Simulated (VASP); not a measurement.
A run of VASP 6.6.1 is set up as follows.

Contents of POSCAR:

```
HoN
1.0
    0.0000000000      2.4350020900      2.4350020900
    2.4350020900      0.0000000000      2.4350020900
    2.4350020900      2.4350020900      0.0000000000
Ho N
1 1
Direct
    0.5000000000      0.5000000000      0.5000000000
    0.0000000000      0.0000000000      0.0000000000
```

Contents of INCAR.step1:

```
PREC = Accurate
ENCUT = 520
ISMEAR = 0
SIGMA = 0.05
LREAL = False
LASPH = True
NELM = 150
ISPIN = 2
MAGMOM = 4 0
LMAXMIX = 6
LDAU = True
LDAUTYPE = 1
LDAUL = 3 -1
LDAUU = 3 0
LDAUJ = 0.7 0
NBANDS = 24
GGA = PE
ALGO = Normal
EDIFF = 1E-4
LWAVE = True
LCHARG = False
```

Contents of INCAR.step2:

```
PREC = Accurate
ENCUT = 520
EDIFF = 1E-6
ISMEAR = 0
SIGMA = 0.05
LREAL = False
LASPH = True
NELM = 150
ALGO = Normal
ISIF = 2
LWAVE = False
LCHARG = False
ISPIN = 2
MAGMOM = 4 0
LORBIT = 11
LMAXMIX = 6
LDAU = True
LDAUTYPE = 1
LDAUL = 3 -1
LDAUU = 3 0
LDAUJ = 0.7 0
LDAUPRINT = 1
METAGGA = R2SCAN
LMIXTAU = True
NBANDS = 24
ISTART = 1
```

KPOINTS

```
regular mesh
0
Gamma
  7 7 7
```

Potentials or basis: VASP PAW PBE potentials, release 64 (Ho, N).

Command:

```sh
$ cat potpaw_PBE.64/Ho/POTCAR potpaw_PBE.64/N/POTCAR > POTCAR
$ cp INCAR.step1 INCAR
$ mpirun -np 1 vasp_std > vasp.out
$ cp INCAR.step2 INCAR
$ mpirun -np 1 vasp_std > vasp.out
```

(1) Predict the site moments.

(2) Predict the net moment.

## Answers

(1) Ho +3.75; N +0.09 μB.

(2) 3.98 μB per cell.

Caveat: the magnetic or orbital state may not be the lowest.
